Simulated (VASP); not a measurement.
Si2B3, 5 atoms in the cell. Symmetry: Cm, No. 8, monoclinic system. Conventional cell: a = 5.347 Å, b = 3.046 Å, c = 6.489 Å, α = 90.00°, β = 111.97°, γ = 90.00°. Si (site symmetry m) is surrounded by 4 B at 1.98 to 2.13 Å. Si (site symmetry m) has 6 B at 2.08 to 2.30 Å and 1 Si at 2.34 Å as nearest neighbours. Around B (site symmetry m) lie 3 B at 1.75 to 1.79 Å and 1 Si at 1.98 Å. B (site symmetry m) has 3 B at 1.75 to 1.79 Å as nearest neighbours. B (site symmetry m) has 6 Si at 2.08 to 2.15 Å as nearest neighbours. The cell was built by a generator and needn't be a form met in nature.

```yaml
Program: VASP 6.6.1
Task: relaxation of cell and atoms
Functional: PBE
Potentials_or_basis: VASP PAW PBE potentials, release 64 (Si, B)
Cutoff: 520 eV
k_mesh: 12 × 12 × 6
Occupations: gaussian, width 0.1 eV
Spin: no spin polarisation
Further_INCAR_settings: ALGO = Normal; EDIFF = 1e-07; IBRION = 2; POTIM = 0.3; EDIFFG = -0.005; NSW = 60; ISIF = 3
```

Potentials or basis: VASP PAW PBE potentials, release 64 (Si, B).

Run with:

```sh
$ cat potpaw_PBE.64/Si/POTCAR potpaw_PBE.64/B/POTCAR > POTCAR
$ mpirun -np 4 vasp_std > vasp.out
```

Hardware: 4 MPI ranks on Intel(R) Xeon(R) Platinum 8488C (Sapphire Rapids), on a shared host.

Q: How long does it take, and how much memory?

A: Wall time 72 s on 4 MPI ranks on Intel(R) Xeon(R) Platinum 8488C (Sapphire Rapids), with other jobs on the host, peak memory 0.26 GiB a rank. Counts: scf iterations 32, k points 242, ion steps 6.
